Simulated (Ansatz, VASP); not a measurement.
# Cross-check of BN between VASP and Ansatz, part 2 of 2

Wanted: the spread between two codes on one cell, functional and k mesh. The cell is taken from a series of runs on this material, whose earlier steps may have relaxed, scaled, displaced or heated it; both programs get it as it stands.

VASP 6.6.1 and Ansatz 0.2.0.

So far: Starting point; VASP: zone-centre phonons, LDA.

## Step 3: Ansatz: zone-centre phonons, LDA

Level of this step: Ansatz beside VASP: Kohn-Sham DFT, plane waves, LDA (Ansatz).

Ansatz runs on norm-conserving files, of PseudoDojo where its log says so.

The same cell, functional (in two slightly different forms) and mesh now go to Ansatz.

input.yaml reads:

```yaml
crystal:
  lattice:
    - [0.0, 1.7909829907, 1.7909829907]
    - [1.7909829907, 0.0, 1.7909829907]
    - [1.7909829907, 1.7909829907, 0.0]
  atoms:
    - { symbol: B, position: [0.0, 0.0, 0.0] }
    - { symbol: "N", position: [0.75, 0.75, 0.75] }
kpoints:
  mp_grid: { grid: [12, 12, 12] }
hamiltonian:
  xc: lda
  pseudopotentials: { kind: nc, accuracy: standard }
scf:
  occupations: { method: fixed }
output:
  eigenvalues: true
basis:
  ecutwfc: 979.61
phonons:
  method: dfpt
  dielectric: true
  rigid_motions: translations
```

Run with:

```console
$ ansatz run input.yaml --threads 2 --pin off --max-ram 4096MiB --backend cpu --events-out ev --progress --plain --runs-dir out
```

The program printed:

```text
Warning: basis.ecutwfc = 979.61 eV is below the records' recommended 1142.878222 eV, and the density's cutoff is lower with it unless basis.ecutrho_ratio is high enough to keep the records' density cutoff: compare with a run at a higher cutoff
Engine: ansatz 0.2.0, x86_64-unknown-linux-gnu
Pseudopotentials: kind: nc
Pseudopotential: B, nc, valence charge 3, recommended cutoff 1034.032677 eV (normal), B.nc.azcp (PseudoDojo's, or run here from an input of PseudoDojo's; its table is named by hamiltonian.pseudopotentials.accuracy)
Pseudopotential: N, nc, valence charge 5, recommended cutoff 1142.878222 eV (normal), N.nc.azcp (PseudoDojo's, or run here from an input of PseudoDojo's; its table is named by hamiltonian.pseudopotentials.accuracy)
Functional definition: SPW92
  exchange = slater_x
  correlation = pw_c
Crystal: 2 atoms, lattice volume = 11.490 Å³
Basis set: ecut = 979.61 eV, 821 PW (Γ), exchange–correlation on 54×54×54 points (8 copies of the dense FFT grid, shifted against one another)
Bands: 8, of which v1, the nominal top of the filled ones, is band 4 counted from 1 (3 counted from 0)
Symmetry: 24 space group operations
k-points: 280 of 1728 (irreducible under 4 space group operations, time reversal used)
Non-local potential: B, projectors of the file, l = 0: 2, l = 1: 2
Non-local potential: N, projectors of the file, l = 0: 2, l = 1: 2
Initial density: superposition of atomic densities (chi_scale 0.1, normalization cell, long waves kept (reshape's long-wave potential 0.00 eV rms))
Initial wavefunctions: pseudopotential atomic-orbital guess
Functional: x = slater, c = lda
SCF iter   1: F=—  HF=-366.173216 eV  |F-HF|=—  |Δ(HF+E_count)|=         —  Δρ=1.58e-1  dr2=2.27e0  ethr=3.10e-3  ⟨swp⟩=5.2  Hψ=14453  notcnv=0  defer=391
preconditioner: auto → none  [insulator: Δε(μ)=5.977 eV  Ē_g=20.689 eV  n_scr=0 (ndim 8)  ℏωp=31.0 eV  f_vac=0.000  ε∞_Penn≈3.2]
SCF iter   2: F=—  HF=-365.419918 eV  |F-HF|=—  |Δ(HF+E_count)|=   7.53e-1  Δρ=6.24e-2  dr2=2.56e-1  ethr=3.10e-3  ⟨swp⟩=2.3  Hψ=6437  notcnv=0  defer=448
SCF iter   3: F=—  HF=-365.341958 eV  |F-HF|=—  |Δ(HF+E_count)|=   7.80e-2  Δρ=2.14e-2  dr2=3.35e-2  ethr=3.10e-3  ⟨swp⟩=3.3  Hψ=3934  notcnv=0  defer=505
SCF iter   4: F=—  HF=-365.331305 eV  |F-HF|=—  |Δ(HF+E_count)|=   1.07e-2  Δρ=2.78e-3  dr2=3.05e-4  ethr=4.18e-4  ⟨swp⟩=3.8  Hψ=4224  notcnv=0  defer=543
SCF iter   5: F=—  HF=-365.331259 eV  |F-HF|=—  |Δ(HF+E_count)|=   4.58e-5  Δρ=1.77e-4  dr2=1.28e-6  ethr=3.82e-6  ⟨swp⟩=2.0  Hψ=2758  notcnv=0  defer=543
SCF iter   6: F=—  HF=-365.331260 eV  |F-HF|=—  |Δ(HF+E_count)|=   2.59e-7  Δρ=2.78e-5  dr2=1.47e-8  ethr=1.60e-8  ⟨swp⟩=2.0  Hψ=3094  notcnv=0  defer=102
SCF iter   7: F=—  HF=-365.331260 eV  |F-HF|=—  |Δ(HF+E_count)|=   1.78e-9  Δρ=1.01e-5  dr2=2.66e-9  ethr=1.83e-10  ⟨swp⟩=2.6  Hψ=3337  notcnv=0  defer=102
SCF iter   8: F=—  HF=-365.331260 eV  |F-HF|=—  |Δ(HF+E_count)|=  8.53e-10  Δρ=2.83e-6  dr2=2.07e-10  ethr=3.33e-11  ⟨swp⟩=1.0  Hψ=2240  notcnv=0  defer=102
SCF iter   9: F=-365.331260 eV  HF=-365.331260 eV  |F-HF|=7.96e-13  |Δ(HF+E_count)|=  6.78e-11  Δρ=2.58e-7  dr2=1.71e-12  ethr=1.25e-12  ⟨swp⟩=8.1  Hψ=12754  notcnv=0
SCF 1 converged in 9 iterations: F = -365.331260 eV  dr2 = 1.71e-12
NSCF: frozen V_eff on 1 k-points
DFPT response loops at Γ: preconditioner auto → none (the input reference at scf.mixing.eps_inf says where Resta's filter doesn't serve); β = 0.50; Broyden in place of MSR1
SCF converged after 9 iterations
Free energy (F): -365.331260 eV
Harris-Foulkes:  -365.331260 eV  (|F-HF|=7.96e-13)
Internal energy: -365.331260 eV  (E = F + TS)
E sigma→0 (E₀):  -365.331260 eV
Fermi energy:    11.354677 eV
--- Per-component energies (eV) ---
  E_band       = 27.160390
  E_kinetic    = 259.214409
  E_local      = -159.236472  (includes V_loc(G=0)·N_el)
  E_nonlocal   = -32.197227
  E_hartree    = 47.544668
  E_xc         = -118.966851
  E_vxc        = -135.709653  (∫ρ·V_xc dr)
  E_ewald      = -361.689786
  E_smearing   = -0.000000  (= −TS)
  E_closure    = 0.000000  (closes the sum)
  Σ components = -365.331260   (vs F -365.331260, Δ=0.00e0)
--- Band table (eV; the first three rows and the last of 280) ---
  k-point 0: bands = ["-9.0223", "11.3547", "11.3547", "11.3547", "20.2338", "20.2338", "20.2338", "22.2456"]
  k-point 1: bands = ["-8.8489", "10.4350", "11.1667", "11.1667", "20.4971", "20.5158", "20.5158", "22.7579"]
  k-point 2: bands = ["-8.3344", "8.3088", "10.7104", "10.7104", "20.9235", "21.1677", "21.1677", "23.9773"]
  k-point 279: bands = ["-2.8282", "3.7268", "4.1205", "4.5965", "20.9586", "24.9622", "25.8867", "26.4665"]
--- Phonons (Γ-DFPT): 2 representative perturbations + reference, on 280 of 1728 k-points (Σ response iterations 6) ---
  k mesh reduced under 4 symmetry operations, with k and −k counted as one. Each operation leaves every solved perturbation unchanged. A smaller set is not considered because the run solves the response to a homogeneous field
  ASR residual: 1.889e-4 → 0.000e0 eV/Å²; symmetrization residual: 3.575e-7 eV/Å²
  ASR residual per site (eV/Å²): 4.03e-5 1.89e-4
  Γ frequencies (cm⁻¹): 0.00 0.00 0.00 1068.42 1068.42 1068.42
  ε∞ (high-frequency dielectric tensor):
        4.506597     0.000000     0.000000
       -0.000000     4.506597     0.000000
        0.000000     0.000000     4.506597
  ε⁰ (static dielectric tensor: ions relaxed, cell fixed):
        6.676539     0.000000     0.000000
       -0.000000     6.676539     0.000000
        0.000000     0.000000     6.676539
  ε⁰ − ε∞ (ionic part):
        2.169942     0.000000     0.000000
        0.000000     2.169942     0.000000
        0.000000     0.000000     2.169942
  softest optical mode at Γ: 1068.42 cm⁻¹; the repairs (sum rule, projections) moved no ω² at Γ by more than (1.93 cm⁻¹)²
  Born effective charges Z* (e; rows j = field, columns β = displacement):
    site 0:
         1.87853   -0.00000    0.00000
         0.00000    1.87853    0.00000
         0.00000   -0.00000    1.87853
    site 1:
        -1.87853    0.00000   -0.00000
        -0.00000   -1.87853   -0.00000
        -0.00000    0.00000   -1.87853
  Z* charge neutrality: 2.814e-6 e pre-enforcement
  k-mesh period / interband length: 30.4 Å / 1.28 Å = 23.69 at k = (0.0000, -0.5000, -0.5000), direct gap 9.526 eV — 14 or more, which is no proof of convergence
  optical modes at Γ without the LO–TO term, one row a degenerate level:
      ω (cm⁻¹)  modes    IR ((D/Å)²/amu)
       1068.42      3            40.0313
  optical modes at Γ + LO–TO along q̂ = [1.0000, 0.0000, 0.0000]:
      ω (cm⁻¹)  modes    IR ((D/Å)²/amu)
       1068.42      2            26.6875
       1300.45      1            13.3438
  optical modes at Γ + LO–TO along q̂ = [0.0000, 1.0000, 0.0000]:
      ω (cm⁻¹)  modes    IR ((D/Å)²/amu)
       1068.42      2            26.6875
       1300.45      1            13.3438
  optical modes at Γ + LO–TO along q̂ = [0.0000, 0.0000, 1.0000]:
      ω (cm⁻¹)  modes    IR ((D/Å)²/amu)
       1068.42      2            26.6875
       1300.45      1            13.3438
```

## Step 4: Comparison

Known differences besides the potentials themselves: the two LDA forms differ slightly; fixed occupations in Ansatz, narrow Gaussian smearing in VASP; the cutoff is 979.61 eV in Ansatz and 600 eV in VASP; VASP's log shows a relativistic correction to its local exchange, Ansatz's none; Ansatz's log warns that its cutoff lies below the recommended one. Total energies have different zeros and are not compared.

Compared:

```tsv
quantity	Ansatz	VASP	difference
ε∞ xx	4.51	4.56	-1.28 %
ε∞ yy	4.51	4.56	-1.28 %
ε∞ zz	4.51	4.56	-1.28 %
Born charge of B1 (mean of the diagonal) (e)	1.88	1.87	0.00
Born charge of N2 (mean of the diagonal) (e)	-1.88	-1.87	0.00
optical mode 1 to 3 (cm⁻¹)	1068.4	1068.9	-0.05 %
```

Modes are paired by rising frequency, not by their patterns, so a pair may set unlike modes beside each other; they are those without the splitting of longitudinal modes.

## Step 5: Results

```json
{"r.m.s. difference of the optical zone-centre modes, each program's sorted by frequency (zone-centre phonons, LDA)": "0.50 cm⁻¹", "difference in ε∞ xx (zone-centre phonons, LDA)": "-1.3 %"}
```

In words: The r.m.s. difference of the optical zone-centre modes, each program's sorted by frequency is 0.50 cm⁻¹ (zone-centre phonons, LDA). Among the rows given in per cent, the largest difference of the zone-centre phonons, LDA pair is in ε∞ xx, -1.3 %. How closely two codes agree says nothing of how well the functional describes the real material.

[Lines on the potential files, build, host, timing and source positions are cut from VASP's logs without a mark.]

[Logs are printed without paths, hosts, clocks, repeated set-up lines and the standing remarks that a program may print on its own settings, such as how far it seeks lower states.]

[Hosts, paths, dates, database ids (printed as entryN), source tags and the programs' standing remarks are cut or masked in the printed files.]
